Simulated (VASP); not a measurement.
Method: PBE GGA with D4 dispersion, VASP's PBE PAW potentials (set 64) (plane waves; VASP).

A VASP calculation is set up with these files.

### INCAR
```
! general
SYSTEM =La2O3
PREC   =Accurate
ENCUT  =520
LREAL  =.False.
LASPH  =.True.

! electronic loop
EDIFF  =1E-7
NELM   =100
ALGO   =Normal
LMAXMIX=6

! smearing
ISMEAR =0
SIGMA  =0.05

! functional
GGA    =PE
IVDW   =13

! ions
IBRION =2
NSW    =30
ISIF   =4
EDIFFG =-0.01

! output
LWAVE  =.False.
LCHARG =.False.
```

### KPOINTS
```
Automatic mesh
0
gamma
7 7 4
```

### POSCAR
```
La2O3
1
    1.9965478083    -3.4581221527     0.0000000000
    1.9965478083     3.4581221527     0.0000000000
    0.0000000000     0.0000000000     6.2188047006
La O
2 3
Direct
  0.3333330000   0.6666670000   0.2459260241
  0.6666670000   0.3333330000   0.7540739759
  1.0000000000   1.0000000000   1.0000000000
  0.3333330000   0.6666670000   0.6462274191
  0.6666670000   0.3333330000   0.3537725809
```

POTCAR, in this order: La O (PBE.64 set). Program: vasp_std.

The resulting files:

**OSZICAR**
```
...
DAV:   6    -0.417925617632E+02    0.21616E-05   -0.13837E-04  2192   0.103E-01    0.228E-02
DAV:   7    -0.417925735601E+02   -0.11797E-04   -0.14849E-04  2344   0.828E-02    0.200E-02
DAV:   8    -0.417925664162E+02    0.71439E-05   -0.53552E-05  2288   0.532E-02    0.365E-03
DAV:   9    -0.417925669524E+02   -0.53620E-06   -0.57517E-06  2176   0.190E-02    0.148E-03
DAV:  10    -0.417925670248E+02   -0.72438E-07   -0.34079E-07  1720   0.567E-03
   2 F= -.43023795E+02 E0= -.43023795E+02  d E =-.131112E-01
       N       E                     dE             d eps       ncg     rms          rms(c)
DAV:   1    -0.417924602003E+02    0.10675E-03   -0.12271E-01  2232   0.399E+00    0.136E-01
DAV:   2    -0.417926516362E+02   -0.19144E-03   -0.63551E-03  2216   0.614E-01    0.838E-02
DAV:   3    -0.417925547358E+02    0.96900E-04   -0.62746E-04  2616   0.260E-01    0.418E-02
DAV:   4    -0.417925326743E+02    0.22061E-04   -0.12916E-04  2664   0.121E-01    0.172E-02
DAV:   5    -0.417925324009E+02    0.27343E-06   -0.54791E-05  2472   0.518E-02    0.808E-03
DAV:   6    -0.417925320804E+02    0.32048E-06   -0.70669E-06  2256   0.227E-02    0.423E-03
DAV:   7    -0.417925323559E+02   -0.27545E-06   -0.38237E-06  2392   0.140E-02    0.331E-03
DAV:   8    -0.417925321616E+02    0.19423E-06   -0.14295E-06  2064   0.854E-03    0.634E-04
DAV:   9    -0.417925321889E+02   -0.27287E-07   -0.11227E-07  1184   0.352E-03
   3 F= -.43024222E+02 E0= -.43024222E+02  d E =-.135379E-01
       N       E                     dE             d eps       ncg     rms          rms(c)
DAV:   1    -0.417951796817E+02   -0.26475E-02   -0.54725E-01  1832   0.114E+01    0.359E-01
DAV:   2    -0.417958971162E+02   -0.71743E-03   -0.38523E-02  2488   0.232E+00    0.223E-01
DAV:   3    -0.417945891664E+02    0.13079E-02   -0.50641E-03  2656   0.847E-01    0.514E-02
DAV:   4    -0.417945800806E+02    0.90858E-05   -0.34082E-04  2216   0.152E-01    0.281E-02
DAV:   5    -0.417945835417E+02   -0.34611E-05   -0.46047E-05  2464   0.565E-02    0.150E-02
DAV:   6    -0.417945840766E+02   -0.53497E-06   -0.26557E-05  2296   0.354E-02    0.902E-03
DAV:   7    -0.417945836948E+02    0.38187E-06   -0.43004E-06  2240   0.165E-02    0.379E-03
DAV:   8    -0.417945836739E+02    0.20920E-07   -0.40149E-06  2096   0.127E-02    0.178E-03
DAV:   9    -0.417945836664E+02    0.75029E-08   -0.31256E-07  1344   0.620E-03
   4 F= -.43026466E+02 E0= -.43026466E+02  d E =-.224381E-02
       N       E                     dE             d eps       ncg     rms          rms(c)
DAV:   1    -0.417961558135E+02   -0.15721E-02   -0.79175E-01  1832   0.137E+01    0.432E-01
DAV:   2    -0.417972068332E+02   -0.10510E-02   -0.55817E-02  2480   0.279E+00    0.268E-01
DAV:   3    -0.417953095064E+02    0.18973E-02   -0.72015E-03  2672   0.102E+00    0.628E-02
DAV:   4    -0.417952930722E+02    0.16434E-04   -0.49932E-04  2176   0.183E-01    0.342E-02
DAV:   5    -0.417952985949E+02   -0.55227E-05   -0.74254E-05  2456   0.727E-02    0.183E-02
DAV:   6    -0.417952992861E+02   -0.69119E-06   -0.42268E-05  2248   0.449E-02    0.113E-02
DAV:   7    -0.417952988113E+02    0.47476E-06   -0.66078E-06  2264   0.207E-02    0.498E-03
DAV:   8    -0.417952986878E+02    0.12345E-06   -0.62493E-06  2080   0.158E-02    0.199E-03
DAV:   9    -0.417952987057E+02   -0.17876E-07   -0.50490E-07  1648   0.743E-03
   5 F= -.43027411E+02 E0= -.43027411E+02  d E =-.318912E-02
       N       E                     dE             d eps       ncg     rms          rms(c)
DAV:   1    -0.417952116393E+02    0.87049E-04   -0.90125E-02  1768   0.247E+00    0.594E-02
DAV:   2    -0.417955788155E+02   -0.36718E-03   -0.43393E-03  2112   0.749E-01    0.378E-02
DAV:   3    -0.417955459681E+02    0.32847E-04   -0.15427E-04  2280   0.130E-01    0.232E-02
DAV:   4    -0.417955268202E+02    0.19148E-04   -0.10924E-04  2400   0.928E-02    0.712E-03
DAV:   5    -0.417955273998E+02   -0.57961E-06   -0.16457E-05  1832   0.315E-02    0.557E-03
DAV:   6    -0.417955274821E+02   -0.82300E-07   -0.72123E-06  2520   0.205E-02    0.343E-03
DAV:   7    -0.417955273897E+02    0.92388E-07   -0.99324E-07  2232   0.795E-03
   6 F= -.43027603E+02 E0= -.43027603E+02  d E =-.191670E-03
       N       E                     dE             d eps       ncg     rms          rms(c)
DAV:   1    -0.417950996346E+02    0.42785E-03   -0.16044E-01  1768   0.329E+00    0.797E-02
DAV:   2    -0.417957524006E+02   -0.65277E-03   -0.77215E-03  2112   0.998E-01    0.503E-02
DAV:   3    -0.417956933899E+02    0.59011E-04   -0.27538E-04  2288   0.173E-01    0.308E-02
DAV:   4    -0.417956599406E+02    0.33449E-04   -0.19208E-04  2408   0.123E-01    0.946E-03
DAV:   5    -0.417956610253E+02   -0.10846E-05   -0.28928E-05  1816   0.414E-02    0.754E-03
DAV:   6    -0.417956611712E+02   -0.14593E-06   -0.13450E-05  2472   0.277E-02    0.469E-03
DAV:   7    -0.417956610002E+02    0.17104E-06   -0.18132E-06  2272   0.108E-02    0.280E-03
DAV:   8    -0.417956609287E+02    0.71479E-07   -0.17516E-06  2024   0.897E-03    0.127E-03
DAV:   9    -0.417956609053E+02    0.23415E-07   -0.95683E-08   960   0.369E-03
   7 F= -.43027688E+02 E0= -.43027688E+02  d E =-.276783E-03
       N       E                     dE             d eps       ncg     rms          rms(c)
DAV:   1    -0.417956584831E+02    0.24456E-05   -0.24970E-04  1800   0.130E-01    0.310E-03
DAV:   2    -0.417956595142E+02   -0.10311E-05   -0.12122E-05  2136   0.396E-02    0.199E-03
DAV:   3    -0.417956594199E+02    0.94275E-07   -0.35233E-07  1568   0.675E-03
   8 F= -.43027688E+02 E0= -.43027688E+02  d E =-.277103E-03
       N       E                     dE             d eps       ncg     rms          rms(c)
DAV:   1    -0.417954878851E+02    0.17163E-03   -0.36901E-02  1768   0.158E+00    0.382E-02
DAV:   2    -0.417956365701E+02   -0.14868E-03   -0.17643E-03  2104   0.478E-01    0.241E-02
DAV:   3    -0.417956232118E+02    0.13358E-04   -0.64301E-05  2304   0.842E-02    0.148E-02
DAV:   4    -0.417956157977E+02    0.74141E-05   -0.42822E-05  2408   0.583E-02    0.448E-03
DAV:   5    -0.417956160936E+02   -0.29586E-06   -0.65733E-06  1840   0.201E-02    0.339E-03
DAV:   6    -0.417956161334E+02   -0.39832E-07   -0.27414E-06  2400   0.125E-02    0.219E-03
DAV:   7    -0.417956160767E+02    0.56692E-07   -0.36819E-07  1616   0.531E-03
   9 F= -.43027669E+02 E0= -.43027669E+02  d E =-.257312E-03
       N       E                     dE             d eps       ncg     rms          rms(c)
DAV:   1    -0.417955500867E+02    0.66047E-04   -0.30764E-02  1776   0.144E+00    0.347E-02
DAV:   2    -0.417956750631E+02   -0.12498E-03   -0.14760E-03  2120   0.437E-01    0.222E-02
DAV:   3    -0.417956638868E+02    0.11176E-04   -0.52260E-05  2272   0.757E-02    0.137E-02
DAV:   4    -0.417956572293E+02    0.66576E-05   -0.37136E-05  2400   0.542E-02    0.411E-03
DAV:   5    -0.417956574001E+02   -0.17084E-06   -0.56349E-06  1816   0.185E-02    0.308E-03
DAV:   6    -0.417956574507E+02   -0.50552E-07   -0.22797E-06  2304   0.117E-02    0.195E-03
DAV:   7    -0.417956573998E+02    0.50886E-07   -0.22064E-07  1312   0.506E-03
  10 F= -.43027689E+02 E0= -.43027689E+02  d E =-.277961E-03
       N       E                     dE             d eps       ncg     rms          rms(c)
DAV:   1    -0.417955495702E+02    0.10788E-03   -0.44175E-03  1680   0.473E-01    0.169E-02
DAV:   2    -0.417955824878E+02   -0.32918E-04   -0.37603E-04  2224   0.182E-01    0.129E-02
DAV:   3    -0.417955828264E+02   -0.33859E-06   -0.29097E-05  2320   0.514E-02    0.869E-03
DAV:   4    -0.417955826974E+02    0.12902E-06   -0.62298E-06  2416   0.196E-02    0.440E-03
DAV:   5    -0.417955829825E+02   -0.28517E-06   -0.15309E-06  2368   0.101E-02    0.189E-03
DAV:   6    -0.417955830058E+02   -0.23279E-07   -0.48504E-07  1760   0.629E-03
  11 F= -.43027695E+02 E0= -.43027695E+02  d E =-.603314E-05
```

**OUTCAR**
```
------------------------ aborting loop because EDIFF is reached ----------------------------------------
  Edisp (eV):   -1.23211
  FORCE on cell =-STRESS in cart. coord.  units (eV):
  Direction    XX          YY          ZZ          XY          YZ          ZX
  --------------------------------------------------------------------------------------
  Total      -3.17406    -3.17406    -3.17129     0.00000     0.00000    -0.00000
  in kB     -59.22007   -59.22007   -59.16830     0.00000     0.00000    -0.00000
  external pressure =      -59.20 kB  Pullay stress =        0.00 kB
  volume of cell :       85.87
      direct lattice vectors                 reciprocal lattice vectors
     1.981542557 -3.432132338 -0.000000000     0.252328671 -0.145682028 -0.000000000
     1.981542557  3.432132338  0.000000000     0.252328671  0.145682028  0.000000000
     0.000000000 -0.000000000  6.313345151     0.000000000 -0.000000000  0.158394635
 POSITION                                       TOTAL-FORCE (eV/Angst)
 -----------------------------------------------------------------------------------
      1.98154      1.14405      1.57871        -0.000000     -0.000000     -0.006111
      1.98154     -1.14405      4.73463         0.000000      0.000000      0.006111
      0.00000     -0.00000      6.31335         0.000000      0.000000     -0.000000
      1.98154      1.14405      4.06775        -0.000000     -0.000000     -0.002571
      1.98154     -1.14405      2.24559         0.000000      0.000000      0.002571
 -----------------------------------------------------------------------------------
    total drift:                                0.000000     -0.000000      0.000000
  FREE ENERGIE OF THE ION-ELECTRON SYSTEM (eV)
  ---------------------------------------------------
  free  energy   TOTEN  =       -43.0276951840 eV

  energy  without entropy=      -43.0276951840  energy(sigma->0) =      -43.02769518

 reached required accuracy - stopping structural energy minimisation
```
(Selected blocks of OUTCAR.)

File CONTCAR:
```
La2O3
   1.00000000000000
     1.9815425572808589   -3.4321323379624005   -0.0000000000000000
     1.9815425572808589    3.4321323379624005    0.0000000000000000
     0.0000000000000000   -0.0000000000000000    6.3133451509538094
  La              O
     2     3
Direct
     0.3333330000000032    0.6666669999999968    0.2500598359133454
     0.6666669999999968    0.3333330000000032    0.7499401640866545
     0.0000000000000000    0.0000000000000000    1.0000000000000000
     0.3333330000000032    0.6666669999999968    0.6443104463723068
     0.6666669999999968    0.3333330000000032    0.3556895536276933
```

**OUTCAR**
```
 val. band max:        5.4857874083   @ k =   0.4286  -0.0000   0.5000

 cond. band min:       9.3531615322   @ k =   0.4286  -0.0000   0.0000


 Fermi energy:         5.7672815438

 k-point     1 :       0.0000    0.0000    0.0000
  band No.  band energies     occupation
      1     -24.4507      2.00000
      2     -24.2686      2.00000
      3     -11.2903      2.00000
      4     -10.1174      2.00000
      5      -9.5940      2.00000
      6      -7.9162      2.00000
      7      -7.9161      2.00000
      8      -7.7328      2.00000
      9      -7.7328      2.00000
     10      -7.6731      2.00000
     11      -6.8685      2.00000
     12       3.3004      2.00000
     13       3.3004      2.00000
     14       3.3607      2.00000
     15       3.3607      2.00000
     16       3.4352      2.00000
     17       3.9646      2.00000
     18       5.2267      2.00000
     19       5.2267      2.00000
     20       5.4490      2.00000
     21       9.6312      0.00000
     22      10.1233      0.00000
     23      10.1233      0.00000
     24      10.3770      0.00000

 k-point     2 :       0.1429   -0.0000    0.0000
  band No.  band energies     occupation
      1     -24.4218      2.00000
      2     -24.2553      2.00000
      3     -11.3123      2.00000
      4     -10.4648      2.00000
      5      -9.8144      2.00000
      6      -7.9833      2.00000
      7      -7.7601      2.00000
      8      -7.7235      2.00000
      9      -7.6440      2.00000
     10      -7.5379      2.00000
     11      -6.8360      2.00000
     12       3.1350      2.00000
     13       3.4402      2.00000
     14       3.5008      2.00000
     15       3.5153      2.00000
     16       3.5477      2.00000
     17       4.3652      2.00000
     18       4.9619      2.00000
     19       5.2003      2.00000
     20       5.3818      2.00000
     21       9.7712      0.00000
     22      10.0955      0.00000
     23      10.2248      0.00000
     24      10.4642      0.00000
...
```

The compound is La2O3 in the a-type structure. This cell is one point of a volume scan, at 1.06 of the reference volume. Symmetry was kept, so distortions that lower it aren't found.
